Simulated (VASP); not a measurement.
Calculation: PBE GGA, VASP's PBE PAW potentials (set 64) (plane waves; VASP).

VASP ran on this input.

### INCAR
```
# general
SYSTEM  = MoRu
PREC    = Accurate
ENCUT   = 300
LREAL   = .False.
LASPH   = .True.

# electronic loop
EDIFF   = 1E-6
NELM    = 100
ALGO    = Normal
LMAXMIX = 4

# smearing
ISMEAR  = -1
SIGMA   = 0.136

# functional
GGA     = PE

# ions
IBRION  = 2
NSW     = 50
ISIF    = 3
EDIFFG  = -0.01

# output
LWAVE   = .False.
LCHARG  = .False.
```

### POSCAR
```
MoRu
1
    2.7748700000     0.0000000000     0.0000000000
    0.0000000000     2.7748700000     0.0000000000
    0.0000000000     0.0000000000     3.6370620000
Mo Ru
1 1
Direct
  0.5000000000   0.5000000000   0.5000000000
  0.0000000000   0.0000000000   0.0000000000
```

KPOINTS:
```
Automatic mesh
0
Gamma
11 11 9
0 0 0
```

POTCAR, in this order: Mo_sv Ru_pv (PBE.64 set). Program: vasp_std.

What will the output report for the number of irreducible k-points (NKPTS), largest plane-wave count, number of space-group operations, FFT grid (NGX, NGY, NGZ)?

The number of irreducible k-points (NKPTS) is 105 and the largest plane-wave count is 345. The number of space-group operations comes out as 16. The FFT grid (NGX, NGY, NGZ) is 16 × 16 × 24.

The structure was generated: MoRu was put into an ordered model structure, which need not be its known phase. This run relaxes it. Symmetry was kept, so distortions that lower it aren't found. The run is one of a series of settings (EDIFFG = -0.01, IBRION = 2, ISIF = 3, NSW = 50 against the base run), some of them coarse on purpose.
